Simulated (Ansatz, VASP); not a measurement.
# WSe2: VASP beside Ansatz, part 3 of 3

One calculation is typed for both programs; each brings its own data sets. How far apart do they land? The cell is taken from a series of runs on this material, whose earlier steps may have relaxed, scaled, displaced or heated it; both programs get it as it stands.

VASP 6.6.1 and Ansatz 0.2.0.

So far: The starting structure; Ansatz: zone-centre phonons, LDA; VASP: zone-centre phonons, LDA.

### Step 3. VASP: zone-centre phonons, LDA (continued)

Level of this step: LDA, no spin polarisation; plane waves and PAW (W, Se) (VASP).

Numbers of over 12 decimals in the logs are rounded to 6 here.

OUTCAR, selected parts (step 3):

```text
ion  position               nearest neighbor table
   1  0.333  0.667  0.250-   4 2.51   6 2.51   4 2.51   6 2.51   4 2.51   6 2.51
   2  0.667  0.333  0.750-   3 2.51   5 2.51   3 2.51   5 2.51   3 2.51   5 2.51
   3  0.333  0.667  0.620-   2 2.51   2 2.51   2 2.51
   4  0.667  0.333  0.120-   1 2.51   1 2.51   1 2.51
   5  0.333  0.667  0.880-   2 2.51   2 2.51   2 2.51
   6  0.667  0.333  0.380-   1 2.51   1 2.51   1 2.51

  LATTYP: Found a hexagonal cell.
 ALAT       =     3.2498823908
 C/A-ratio  =     3.9451576604

 Subroutine GETGRP returns: Found 24 space group operations
 (whereof 12 operations were pure point group operations)

The static configuration has the point symmetry D_3d.
 The point group associated with its full space group is D_6h.

 Found     24 irreducible k-points:

   k-points           NKPTS =     24   k-points in BZ     NKDIM =     24   number of bands    NBANDS=     24

   dimension x,y,z NGX =    28 NGY =   28 NGZ =  108
   dimension x,y,z NGXF=    56 NGYF=   56 NGZF=  216

   ENCUT  =  600.0 eV  44.10 Ry    6.64 a.u.   6.49  6.49 25.61*2*pi/ulx,y,z

   NELECT =      36.0000    total number of electrons

 k-points in reciprocal lattice and weights: Automatic mesh
   0.00000000  0.00000000  0.00000000       0.006
   0.11111111 -0.00000000  0.00000000       0.037
   0.22222222 -0.00000000  0.00000000       0.037
   0.33333333 -0.00000000  0.00000000       0.037
   0.44444444 -0.00000000  0.00000000       0.037
   0.11111111  0.11111111  0.00000000       0.037
   0.22222222  0.11111111  0.00000000       0.074
   0.33333333  0.11111111  0.00000000       0.074
   0.44444444  0.11111111  0.00000000       0.037
[...]
0.33333333  0.22222222  0.50000000       0.074
   0.33333333  0.33333333  0.50000000       0.012

 average (electrostatic) potential at core
       1 -40.5353       2 -40.5353       3 -58.9173       4 -58.9173       5 -58.9173
       6 -58.9173

  Total        0.0392942      0.0392942      0.1398375     -0.0000000      0.0000000      0.0000000
  in kB        0.5368360      0.5368360      1.9104531     -0.0000000      0.0000000      0.0000000
  external PRESSURE =       0.9947084 kB  Pullay stress =       0.0000000 kB

  energy-cutoff  :      600.00
  volume of cell :      117.27
      direct lattice vectors                 reciprocal lattice vectors
     3.249882391  0.000000000  0.000000000     0.307703443  0.177652665  0.000000000
    -1.624941195  2.814480710  0.000000000     0.000000000  0.355305331  0.000000000
     0.000000000  0.000000000 12.821298409     0.000000000  0.000000000  0.077995221

 POSITION                                       TOTAL-FORCE (eV/Angst)
[...]
1.62494      0.93816      9.61597        -0.000000      0.000000      0.000000
     -0.00000      1.87632      7.94923        -0.000000      0.000000     -0.021539
      1.62494      0.93816      1.53858         0.000000      0.000000     -0.021539
     -0.00000      1.87632     11.28272        -0.000000     -0.000000      0.021539
      1.62494      0.93816      4.87207         0.000000     -0.000000      0.021539
 -----------------------------------------------------------------------------------
    total drift:                               -0.000000      0.000000     -0.000000

 Eigenvectors and eigenvalues of the dynamical matrix
 ----------------------------------------------------

   1 f  =    9.340347 THz    58.687131 2PiTHz  311.560437 cm-1    38.628554 meV
             X         Y         Z           dx          dy          dz
     -0.000000  1.876320  3.205325     0.000000   -0.000000   -0.476335
      1.624941  0.938160  9.615974    -0.000000    0.000000    0.476335
     -0.000000  1.876320  7.949228     0.000000   -0.000000   -0.369530
      1.624941  0.938160  1.538579    -0.000000    0.000000    0.369530
     -0.000000  1.876320 11.282719     0.000000   -0.000000   -0.369530
      1.624941  0.938160  4.872070    -0.000000    0.000000    0.369530

   2 f  =    9.255369 THz    58.153200 2PiTHz  308.725885 cm-1    38.277114 meV
             X         Y         Z           dx          dy          dz
     -0.000000  1.876320  3.205325    -0.000000    0.000000    0.480672
      1.624941  0.938160  9.615974    -0.000000    0.000000    0.480672
     -0.000000  1.876320  7.949228     0.000000   -0.000000   -0.366712
      1.624941  0.938160  1.538579     0.000000   -0.000000   -0.366712
     -0.000000  1.876320 11.282719     0.000000   -0.000000   -0.366712
      1.624941  0.938160  4.872070     0.000000   -0.000000   -0.366712

   3 f  =    7.653235 THz    48.086691 2PiTHz  255.284427 cm-1    31.651221 meV
             X         Y         Z           dx          dy          dz
     -0.000000  1.876320  3.205325    -0.000000    0.000000    0.000000
      1.624941  0.938160  9.615974    -0.000000   -0.000000   -0.000000
     -0.000000  1.876320  7.949228     0.000000    0.000000   -0.500000
      1.624941  0.938160  1.538579     0.000000   -0.000000   -0.500000
     -0.000000  1.876320 11.282719     0.000000    0.000000    0.500000
      1.624941  0.938160  4.872070     0.000000   -0.000000    0.500000

   4 f  =    7.580984 THz    47.632727 2PiTHz  252.874405 cm-1    31.352416 meV
             X         Y         Z           dx          dy          dz
     -0.000000  1.876320  3.205325     0.000000   -0.000000   -0.000000
      1.624941  0.938160  9.615974    -0.000000   -0.000000    0.000000
     -0.000000  1.876320  7.949228     0.000000    0.000000   -0.500000
      1.624941  0.938160  1.538579    -0.000000    0.000000    0.500000
     -0.000000  1.876320 11.282719     0.000000    0.000000    0.500000
      1.624941  0.938160  4.872070    -0.000000    0.000000   -0.500000

   5 f  =    7.480329 THz    47.000292 2PiTHz  249.516910 cm-1    30.936140 meV
             X         Y         Z           dx          dy          dz
     -0.000000  1.876320  3.205325     0.000008    0.480648    0.000000
      1.624941  0.938160  9.615974     0.000008    0.480648   -0.000000
     -0.000000  1.876320  7.949228    -0.000006   -0.366727   -0.000000
      1.624941  0.938160  1.538579    -0.000006   -0.366727    0.000000
     -0.000000  1.876320 11.282719    -0.000006   -0.366727    0.000000
      1.624941  0.938160  4.872070    -0.000006   -0.366727   -0.000000

   6 f  =    7.480329 THz    47.000292 2PiTHz  249.516910 cm-1    30.936140 meV
             X         Y         Z           dx          dy          dz
     -0.000000  1.876320  3.205325     0.480648   -0.000008    0.000000
      1.624941  0.938160  9.615974     0.480648   -0.000008    0.000000
     -0.000000  1.876320  7.949228    -0.366727    0.000006   -0.000000
      1.624941  0.938160  1.538579    -0.366727    0.000006   -0.000000
     -0.000000  1.876320 11.282719    -0.366727    0.000006    0.000000
      1.624941  0.938160  4.872070    -0.366727    0.000006    0.000000

   7 f  =    7.474712 THz    46.964998 2PiTHz  249.329538 cm-1    30.912909 meV
             X         Y         Z           dx          dy          dz
     -0.000000  1.876320  3.205325     0.000000    0.479743    0.000000
      1.624941  0.938160  9.615974    -0.000000   -0.479743    0.000000
     -0.000000  1.876320  7.949228     0.000000    0.367319    0.000000
      1.624941  0.938160  1.538579    -0.000000   -0.367319    0.000000
     -0.000000  1.876320 11.282719     0.000000    0.367319   -0.000000
      1.624941  0.938160  4.872070    -0.000000   -0.367319   -0.000000

   8 f  =    7.474712 THz    46.964998 2PiTHz  249.329538 cm-1    30.912909 meV
             X         Y         Z           dx          dy          dz
     -0.000000  1.876320  3.205325     0.479743   -0.000000   -0.000000
      1.624941  0.938160  9.615974    -0.479743    0.000000   -0.000000
     -0.000000  1.876320  7.949228     0.367319   -0.000000    0.000000
      1.624941  0.938160  1.538579    -0.367319    0.000000   -0.000000
     -0.000000  1.876320 11.282719     0.367319   -0.000000   -0.000000
      1.624941  0.938160  4.872070    -0.367319    0.000000    0.000000

   9 f  =    5.325176 THz    33.459066 2PiTHz  177.628741 cm-1    22.023147 meV
             X         Y         Z           dx          dy          dz
     -0.000000  1.876320  3.205325     0.000000   -0.000000   -0.000000
      1.624941  0.938160  9.615974    -0.000000    0.000000   -0.000000
     -0.000000  1.876320  7.949228    -0.000003   -0.500000   -0.000000
      1.624941  0.938160  1.538579    -0.000003   -0.500000   -0.000000
     -0.000000  1.876320 11.282719     0.000003    0.500000   -0.000000
      1.624941  0.938160  4.872070     0.000003    0.500000   -0.000000

  10 f  =    5.325176 THz    33.459066 2PiTHz  177.628741 cm-1    22.023147 meV
             X         Y         Z           dx          dy          dz
     -0.000000  1.876320  3.205325     0.000000   -0.000000   -0.000000
      1.624941  0.938160  9.615974    -0.000000   -0.000000   -0.000000
     -0.000000  1.876320  7.949228    -0.500000    0.000003    0.000000
      1.624941  0.938160  1.538579    -0.500000    0.000003    0.000000
     -0.000000  1.876320 11.282719     0.500000   -0.000003   -0.000000
      1.624941  0.938160  4.872070     0.500000   -0.000003   -0.000000

  11 f  =    5.267279 THz    33.095289 2PiTHz  175.697510 cm-1    21.783705 meV
             X         Y         Z           dx          dy          dz
     -0.000000  1.876320  3.205325    -0.000000    0.000000    0.000000
      1.624941  0.938160  9.615974    -0.000000    0.000000   -0.000000
     -0.000000  1.876320  7.949228     0.000001   -0.500000   -0.000000
      1.624941  0.938160  1.538579    -0.000001    0.500000    0.000000
     -0.000000  1.876320 11.282719    -0.000001    0.500000   -0.000000
      1.624941  0.938160  4.872070     0.000001   -0.500000    0.000000

  12 f  =    5.267279 THz    33.095289 2PiTHz  175.697510 cm-1    21.783705 meV
             X         Y         Z           dx          dy          dz
     -0.000000  1.876320  3.205325     0.000000   -0.000000   -0.000000
      1.624941  0.938160  9.615974     0.000000    0.000000    0.000000
     -0.000000  1.876320  7.949228     0.500000    0.000001   -0.000000
      1.624941  0.938160  1.538579    -0.500000   -0.000001    0.000000
     -0.000000  1.876320 11.282719    -0.500000   -0.000001    0.000000
      1.624941  0.938160  4.872070     0.500000    0.000001   -0.000000

  13 f  =    1.130775 THz     7.104867 2PiTHz   37.718582 cm-1     4.676506 meV
             X         Y         Z           dx          dy          dz
     -0.000000  1.876320  3.205325     0.000000    0.000000   -0.522594
      1.624941  0.938160  9.615974    -0.000000   -0.000000    0.522594
     -0.000000  1.876320  7.949228    -0.000000   -0.000000    0.336820
      1.624941  0.938160  1.538579     0.000000    0.000000   -0.336820
     -0.000000  1.876320 11.282719    -0.000000   -0.000000    0.336820
      1.624941  0.938160  4.872070     0.000000    0.000000   -0.336820
    [... 43 further lines ...]
     -0.000000  1.876320 11.282719    -0.000000   -0.000000   -0.339886
      1.624941  0.938160  4.872070    -0.000000   -0.000000   -0.339886

 ELASTIC MODULI CONTR FROM IONIC RELAXATION (kBar)
 Direction    XX          YY          ZZ          XY          YZ          ZX
 --------------------------------------------------------------------------------
 XX        -479.8828   -298.8516   -988.9357     -0.0000      0.0000     -0.0000
 YY        -298.8516   -479.8828   -988.9357      0.0000     -0.0000     -0.0000
 ZZ        -988.9357   -988.9357  -2511.7522     -0.0000      0.0000     -0.0000
 XY          -0.0000      0.0000     -0.0000    -90.5156     -0.0000     -0.0000
 YZ           0.0000      0.0000      0.0000     -0.0000  -1262.1668      0.0000
 ZX          -0.0000     -0.0000     -0.0000     -0.0000      0.0000  -1107.0634
 --------------------------------------------------------------------------------
```

### Step 4. Comparison

Known differences besides the potentials themselves: the two LDA forms differ slightly; fixed occupations in Ansatz, narrow Gaussian smearing in VASP; the data sets hold 92 valence electrons in Ansatz (on its PAW soft_1 files) and 36 in VASP; the cutoff is 420 eV in Ansatz and 600 eV in VASP; VASP's log shows a relativistic correction to its local exchange, Ansatz's none. Total energies have different zeros and are not compared.

Compared:

```csv
quantity,Ansatz,VASP,difference
optical mode 1 to 2 (cm⁻¹),24.7,25.1,-0.5
optical mode 3 (cm⁻¹),37.9,37.7,+0.2
optical mode 4 to 5 (cm⁻¹),174.9,175.7,-0.47 %
optical mode 6 to 7 (cm⁻¹),176.5,177.6,-0.64 %
optical mode 8 to 9 (cm⁻¹),248.4,249.3,-0.37 %
optical mode 10 to 11 (cm⁻¹),248.6,249.5,-0.37 %
optical mode 12 (cm⁻¹),249.8,252.9,-1.23 %
optical mode 13 (cm⁻¹),252.5,255.3,-1.09 %
optical mode 14 (cm⁻¹),307.7,308.7,-0.32 %
optical mode 15 (cm⁻¹),310.1,311.6,-0.47 %
```

Modes are paired by rising frequency, not by their patterns, so a pair may set unlike modes beside each other; they are those without the splitting of longitudinal modes.

### Step 5. What came out

```
r.m.s. difference of the optical zone-centre modes, each program's sorted by frequency (zone-centre phonons, LDA) : 1.4 cm⁻¹
difference in optical mode 12 (zone-centre phonons, LDA)                                                          : -1.2 %
```

What this shows: The r.m.s. difference of the optical zone-centre modes, each program's sorted by frequency is 1.4 cm⁻¹ (zone-centre phonons, LDA). The data sets hold unlike numbers of valence electrons (92 in Ansatz and 36 in VASP), so part of the differences comes from the potentials. Among the rows given in per cent, the largest difference of the zone-centre phonons, LDA pair is in optical mode 12, -1.2 %. How closely two codes agree says nothing of how well the functional describes the real material.

[Lines on the potential files, build, host, timing and source positions are cut from VASP's logs without a mark.]

[Logs are printed without paths, hosts, clocks, repeated set-up lines and the standing remarks that a program may print on its own settings, such as how far it seeks lower states.]

[Hosts, paths, dates, database ids (printed as entryN), source tags and the programs' standing remarks are cut or masked in the printed files.]
